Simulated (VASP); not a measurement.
Here is the system:

```
CELL_PARAMETERS angstrom
      0.00000     2.11145     2.11145
      2.11145     0.00000     2.11145
      2.11145     2.11145     0.00000
ATOMIC_POSITIONS crystal
  Mg 0.00000 0.00000 0.00000
  O  0.50000 0.50000 0.50000
```

The numbers are results of optB88-vdW, VASP's PBE PAW potentials (set 64) (plane waves; VASP), not measurements. Settings: 520 eV cut-off, 12×12×12 Γ-centred mesh, tetrahedra with Blöchl corrections, potentials Mg O.

Q: What does the run give for the energy per atom (σ→0), band gap (on the k-mesh) with the smallest direct gap where there is one?

A: 
| Quantity | Result |
|---|---|
| band gap (on the k-mesh) | 4.86 eV |
| smallest direct gap (on the k-mesh) | 4.86 eV |
| energy per atom (σ→0) | -4.596 eV/atom |

Total energies compare only between runs with the same potentials, cut-off and functional.

The compound is MgO in the rock salt structure. It was relaxed first.
